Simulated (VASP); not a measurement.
Given:

```
CELL_PARAMETERS angstrom
      3.55149     0.00000     0.00000
      0.00000     3.51222     0.00000
      0.00000     0.00000     3.61517
ATOMIC_POSITIONS crystal
  Fe 0.00000 0.00000 0.00000
  Ni 0.00000 0.50000 0.50000
  Ni 0.50000 0.00000 0.50000
  Ni 0.51641 0.50000 0.00000
```
Starting moments (μB, in the order of the record's atoms Fe Ni Ni Ni): 3.0 0.7 0.7 0.7.

Calculation: PBE GGA, VASP's PBE PAW potentials (set 64) (plane waves; VASP). Numerical set-up: 250 eV cut-off, 8×8×8 Γ-centred mesh, first-order Methfessel-Paxton smearing of 0.10 eV, potentials Fe Ni.

At this cut-off the stress carries a Pulay error, which pulls relaxed volumes low.

**Question.** Predict the cell moment, energy per atom (σ→0), pressure, largest force, band gap (on the k-mesh) with the smallest direct gap where there is one.

**Answer.** 
```
Quantity                                                     Value
------------------------  ----------------------------------------
band gap (on the k-mesh)  none (metal, semimetal or under 0.01 eV)
cell moment                                                4.83 μB
energy per atom (σ→0)                               -6.212 eV/atom
pressure                                               -153.8 kbar
largest force                                           0.422 eV/Å
```

**Question.** Give the moment on each site (PAW-sphere projection).

**Answer.** 
```json
[
 {"site": "Fe1", "moment (μB)": "2.94"},
 {"site": "Ni2", "moment (μB)": "0.65"},
 {"site": "Ni3", "moment (μB)": "0.64"},
 {"site": "Ni4", "moment (μB)": "0.66"}
]
```

Only differences to runs with the same potentials and settings are physical.

The compound is Ni3Fe in the L1_2 structure. The cell was not relaxed at this level, atoms are displaced from their ideal sites. The run is one of a series of settings (ENCUT = 250 against the base run), some of them coarse on purpose.
